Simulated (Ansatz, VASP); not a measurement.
**TeW10 (W(100)-(2x1)-Te, hollow site) in two plane-wave programs**

One calculation is typed for both programs; each brings its own data sets. How far apart do they land? Of the first pair: The structure shown is the start of the Ansatz relaxation below; VASP solves that cell, so the two are compared at the walk's first step.

Method: plane waves, with VASP 6.6.1 beside it; single point at PBE with D3(BJ), in Ansatz 0.2.0.

## 1. The starting structure

The cell holds 11 atoms: 10 W and 1 Te. Its edges and angles: a = 6.320 Å, b = 3.160 Å, c = 25.410 Å, α = 90.0°, β = 90.0°, γ = 90.0°. Vacuum lies along c.

## 2. Ansatz: relaxation, PBE with D3(BJ)

Ansatz runs on its default PAW (the set named soft_2) files.

The two programs are compared at the cell with which this relaxation starts, whose forces are those of its first step.

Input file input.yaml:

```yaml
crystal:
  lattice:
    - [6.32, 0.0, 0.0]
    - [0.0, 3.16, 0.0]
    - [0.0, 0.0, 25.4097846779]
  atoms:
    - { symbol: W, position: [0.0, 0.0, 0.3345168055] }
    - { symbol: W, position: [0.5, 0.0, 0.3345168055] }
    - { symbol: W, position: [0.25, 0.5, 0.3966975765] }
    - { symbol: W, position: [0.75, 0.5, 0.3966975765] }
    - { symbol: W, position: [0.0, 0.0, 0.4588783474] }
    - { symbol: W, position: [0.5, 0.0, 0.4588783474] }
    - { symbol: W, position: [0.25, 0.5, 0.5210591183] }
    - { symbol: W, position: [0.75, 0.5, 0.5210591183] }
    - { symbol: W, position: [0.0, 0.0, 0.5832398892] }
    - { symbol: W, position: [0.5, 0.0, 0.5832398892] }
    - { symbol: Te, position: [0.25, 0.5, 0.6654831945] }
kpoints:
  mp_grid: { grid: [5, 9, 1] }
hamiltonian:
  xc: pbe
  dispersion: d3bj
scf:
  occupations: { method: fermi_dirac, width: 0.1 }
  convergence: { dr2_threshold: 1.0e-08 }
efield:
  axis: 3
  dipole_correction: true
  ramp_position: 0.97
  ramp_width: 0.06
relax:
  f_tol: 0.015
  max_steps: 90
  constraints: [{ sites: [0, 1, 2, 3] }]
output:
  write_potential: true
  write_density: true
  volumetric_format: npy
```

Run with:

```bash
ansatz run input.yaml --threads 4 --pin off --max-ram 6144MiB --backend cpu --events-out ev --progress --plain --runs-dir out
```

Numbers of over 12 decimals in the logs are rounded to 6 here.

What it wrote:

```text
Engine: ansatz 0.2.0, x86_64-unknown-linux-gnu
Pseudopotentials: kind: paw
Pseudopotential: W, paw, valence charge 14, recommended cutoff 420 eV (normal), W.paw.azcp
Pseudopotential: Te, paw, valence charge 16, recommended cutoff 420 eV (normal), Te.paw.azcp
Functional definition: PBE
  parameter kappa = 0.804
  parameter beta = 0.066725
  exchange = pbe_x(kappa = kappa, mu = beta*pi^2/3)
  correlation = pbe_c(beta = beta)
Crystal: 11 atoms, lattice volume = 507.464 Å³
Basis set: ecut = 420 eV, 9939 PW (Γ), exchange–correlation on 90×48×360 points (8 copies of the dense FFT grid, shifted against one another)
Bands: 94, of which v1, the nominal top of the filled ones, is band 78 counted from 1 (77 counted from 0)
Symmetry: 4 space group operations
Space group: Pmm2 (ITA 25), of the structure as read, at distance tolerance 8.0e-5 Å
k-points: 15 of 45
Non-local potential: W, projectors of the file, l = 0: 3, l = 1: 2, l = 2: 2, l = 3: 1
Non-local potential: Te, projectors of the file, l = 0: 2, l = 1: 2, l = 2: 2, l = 3: 2
PAW form: soft (Blöchl's): semilocal exchange-correlation on the pseudo side does not see the compensation charge
PAW one-centre angular grid: W, 590 points (default); XC on 64 Gauss nodes
PAW one-centre angular grid: Te, 590 points (default); XC on 64 Gauss nodes
Initial density: superposition of atomic densities (neutral atoms: chi_scale 0, normalization atom), corrected by the library's trained network
Initial wavefunctions: pseudopotential atomic-orbital guess
Functional: x = pbe(κ = 0.804, μ = 0.219515), c = pbe(β = 0.066725)
SCF iter   1: F=—  HF=-110825.655343 eV  |F-HF|=—  |Δ(HF+E_count)|=         —  Δρ=5.62e-3  dr2=3.64e-1  ethr=1.77e-3  p=0.019 e·Å  D=6.94e-3 V/Å  ΔV_dip=-0.18 eV  dr2_dipole=5.11e-2  V_vac-E_F(+/−)=4.12/4.30 eV  ⟨swp⟩=9.7  Hψ=6906  notcnv=0
efield: sawtooth ramp at fractional position 0.9700 (set: `efield.ramp_position`, or a place that a band, a saddle search or an elastic batch's reference lends), width 0.0600; the density the first Hamiltonian is built on has a dipole p = 0.019 e·Å; the dipole correction subtracts the counter field D = 6.94e-3 V/Å, which shifts the + side's vacuum level by -0.18 eV against the − side's; the planar-averaged density in the ramp window peaks in size at 2.5e-5 e/Å³
preconditioner: auto → LDOS  [metal: Δε(μ)=0.029 eV  Ē_g=4.741 eV  σ=0.100 eV  W_gap=0.07  n_scr=100 (ndim 8)  ℏωp=13.4 eV  f_vac=0.553  D(μ)=11.24/eV (n_scr^D=50)  β→1.0]
SCF iter   2: F=—  HF=-110825.645075 eV  |F-HF|=—  |Δ(HF+E_count)|=   1.03e-2  Δρ=4.30e-3  dr2=2.15e-1  ethr=2.33e-4  p=0.000 e·Å  D=3.00e-5 V/Å  ΔV_dip=-0.00 eV  dr2_dipole=3.38e-5  V_vac-E_F(+/−)=4.26/4.26 eV  ⟨swp⟩=2.5  Hψ=2363  notcnv=0
SCF iter   3: F=—  HF=-110825.618618 eV  |F-HF|=—  |Δ(HF+E_count)|=   2.65e-2  Δρ=1.03e-3  dr2=1.38e-2  ethr=1.38e-4  p=0.003 e·Å  D=1.12e-3 V/Å  ΔV_dip=-0.03 eV  dr2_dipole=1.04e-3  V_vac-E_F(+/−)=4.23/4.26 eV  ⟨swp⟩=2.6  Hψ=2123  notcnv=0
SCF iter   4: F=—  HF=-110825.617973 eV  |F-HF|=—  |Δ(HF+E_count)|=   6.44e-4  Δρ=2.42e-4  dr2=4.85e-4  ethr=8.82e-6  p=0.002 e·Å  D=6.76e-4 V/Å  ΔV_dip=-0.02 eV  dr2_dipole=9.52e-6  V_vac-E_F(+/−)=4.24/4.26 eV  ⟨swp⟩=2.5  Hψ=1965  notcnv=0
SCF iter   5: F=—  HF=-110825.618024 eV  |F-HF|=—  |Δ(HF+E_count)|=   5.08e-5  Δρ=8.53e-5  dr2=4.14e-5  ethr=3.11e-7  p=0.001 e·Å  D=4.95e-4 V/Å  ΔV_dip=-0.01 eV  dr2_dipole=1.42e-6  V_vac-E_F(+/−)=4.24/4.25 eV  ⟨swp⟩=2.7  Hψ=2067  notcnv=0
SCF iter   6: F=—  HF=-110825.618061 eV  |F-HF|=—  |Δ(HF+E_count)|=   3.72e-5  Δρ=3.83e-5  dr2=1.17e-5  ethr=2.65e-8  p=0.002 e·Å  D=5.78e-4 V/Å  ΔV_dip=-0.01 eV  dr2_dipole=4.08e-7  V_vac-E_F(+/−)=4.24/4.25 eV  ⟨swp⟩=3.5  Hψ=2799  notcnv=0
SCF iter   7: F=—  HF=-110825.618024 eV  |F-HF|=—  |Δ(HF+E_count)|=   3.74e-5  Δρ=9.46e-6  dr2=7.44e-7  ethr=7.48e-9  p=0.002 e·Å  D=6.05e-4 V/Å  ΔV_dip=-0.02 eV  dr2_dipole=9.18e-8  V_vac-E_F(+/−)=4.24/4.25 eV  ⟨swp⟩=2.1  Hψ=1897  notcnv=0
SCF iter   8: F=—  HF=-110825.618025 eV  |F-HF|=—  |Δ(HF+E_count)|=   8.16e-7  Δρ=3.11e-6  dr2=1.12e-7  ethr=4.77e-10  p=0.002 e·Å  D=6.33e-4 V/Å  ΔV_dip=-0.02 eV  dr2_dipole=8.43e-9  V_vac-E_F(+/−)=4.24/4.25 eV  ⟨swp⟩=2.8  Hψ=2600  notcnv=0
SCF iter   9: F=—  HF=-110825.618025 eV  |F-HF|=—  |Δ(HF+E_count)|=   7.17e-8  Δρ=1.31e-6  dr2=2.14e-8  ethr=7.17e-11  p=0.002 e·Å  D=6.50e-4 V/Å  ΔV_dip=-0.02 eV  dr2_dipole=5.27e-11  V_vac-E_F(+/−)=4.24/4.25 eV  ⟨swp⟩=2.7  Hψ=2620  notcnv=0
SCF iter  10: F=-110825.618025 eV  HF=-110825.618025 eV  |F-HF|=1.06e-9  |Δ(HF+E_count)|=   1.19e-8  Δρ=4.91e-7  dr2=4.14e-9  ethr=6.41e-12  p=0.002 e·Å  D=6.58e-4 V/Å  ΔV_dip=-0.02 eV  dr2_dipole=7.75e-13  V_vac-E_F(+/−)=4.24/4.25 eV  ⟨swp⟩=10.8  Hψ=10170  notcnv=0
SCF 1 converged in 10 iterations: F = -110825.618025 eV  dr2 = 4.14e-9
  greatest PAW one-centre occupation: 1.000 electrons in one spin orbital (limit 2), on the W atom at site 1 (counted from 0), in its partial waves of l = 0
[...]
WARN: The output density's exchange-correlation potential varies sharply where the density is thin. Do not read a vacuum level from v_tot or v_xc, or from such a field of the output density. On a cell that repeats whose density bears no net charge and no dipole along the vacuum's axis use v_es (v_loc + v_h of the components); under efield.dipole_correction with no amplitude use v_es + v_field, which holds any externa [...]
SCF converged after 7 iterations
Free energy (F): -110825.920871 eV
Harris-Foulkes:  -110825.920871 eV  (|F-HF|=6.69e-9)
Internal energy: -110825.576344 eV  (E = F + TS)
E sigma→0 (E₀):  -110825.748608 eV
Entropy (-TS):   -0.344528 eV (-31.321 meV/atom)
Fermi energy:    5.071033 eV
Dipole field:    D = 0.002173 V/Å  (p = 0.006093 e·Å, saw-weighted, corrected)
Work function:   Φ+ = 4.2099 eV   Φ− = 4.2651 eV
Levels:          The Fermi level and band energies are counted from a zero that moves with the ramp; work functions are not
--- Per-component energies (eV) ---
  E_band       = -3563.396644
  E_kinetic    = 4666.829807
  E_local      = -201894.363497  (includes V_loc(G=0)·N_el)
  E_nonlocal   = -296.432908
  E_hartree    = 99035.032960
  E_xc         = -2783.323477
  E_vxc        = -2478.411773  (∫ρ·V_xc dr)
  E_paw        = -90288.673009  (= ΣΔE_a)
  E_vpaw       = -1631.272399  (= ΣTr[D̂ρ^β])
  E_aug_tail   = -0.000768  (compensation charges beyond the density's cutoff)
  E_efield     = 0.000007  (sawtooth field / dipole correction)
  E_vefield    = 0.186515  (∫n·V_field dr)
  E_ewald      = 80740.723176
  E_disp       = -5.368634  (pairwise vdW)
  E_smearing   = -0.344528  (= −TS)
  E_closure    = 0.000000  (closes the sum)
  Σ components = -110825.920871   (vs F -110825.920871, Δ=0.00e0)
--- Forces (eV/Å), atoms counted from 1 ---
  atom   1  W      0.06367423     0.00000000     1.38112917
  atom   2  W     -0.06367423     0.00000000     1.38112917
  atom   3  W     -0.00000000     0.00000000    -1.47072277
  atom   4  W     -0.00000000     0.00000000    -1.28260762
  atom   5  W      0.00467020     0.00000000    -0.00935317
  atom   6  W     -0.00467020     0.00000000    -0.00935317
  atom   7  W      0.00000000     0.00000000     0.00409170
  atom   8  W      0.00000000     0.00000000     0.00304394
  atom   9  W      0.00213106     0.00000000     0.00013312
  atom  10  W     -0.00213106     0.00000000     0.00013312
  atom  11  Te     0.00000000     0.00000000     0.00233020
  max |Σ_I F_I| component: 4.63e-5 eV/Å
--- Band table (eV; the first three rows and the last of 15) ---
  k-point 0: bands = [... 74 lower, 4.7029, 4.7314, 4.7677, 4.8307, 5.0908, 5.1244, 5.1405, 5.2755, ... 12 higher]
  k-point 1: bands = [... 74 lower, 4.5724, 4.6423, 4.8248, 4.9582, 5.0521, 5.2537, 5.2570, 5.6384, ... 12 higher]
  k-point 2: bands = [... 74 lower, 4.3538, 4.3580, 4.4437, 4.9457, 5.1917, 5.5408, 5.6592, 5.8034, ... 12 higher]
  k-point 14: bands = [... 74 lower, 4.2715, 4.6338, 4.7888, 5.0510, 5.1841, 5.4125, 5.9616, 6.1092, ... 12 higher]
--- Relaxed structure (5 steps of the walk, 5 accepted, 0 SCFs on fresh bases) ---
  F+E_penalty+E_count = -110825.92087137 eV   max|allowed force component| = 9.353e-3 eV/Å
  atoms:
    - { symbol: W, position: [0.0, 0.0, 0.3345168055] }
    - { symbol: W, position: [0.500000, 0.0, 0.3345168055] }
    - { symbol: W, position: [0.250000, 0.500000, 0.396698] }
    - { symbol: W, position: [0.75, 0.500000, 0.396698] }
    - { symbol: W, position: [-0.00237066, 0.0, 0.458383] }
    - { symbol: W, position: [0.502371, 0.0, 0.458383] }
    - { symbol: W, position: [0.250000, 0.500000, 0.519413] }
    - { symbol: W, position: [0.75, 0.500000, 0.522901] }
    - { symbol: W, position: [0.012765, 0.0, 0.580170] }
    - { symbol: W, position: [0.487235, 0.0, 0.580170] }
    - { symbol: Te, position: [0.250000, 0.500000, 0.654754] }
```

(Continued in part 2 of 3.)

[Lines on the potential files, build, host, timing and source positions are cut from VASP's logs without a mark.]

[Logs are printed without paths, hosts, clocks, repeated set-up lines and the standing remarks that a program may print on its own settings, such as how far it seeks lower states.]

[Hosts, paths, dates, database ids (printed as entryN), source tags and the programs' standing remarks are cut or masked in the printed files.]
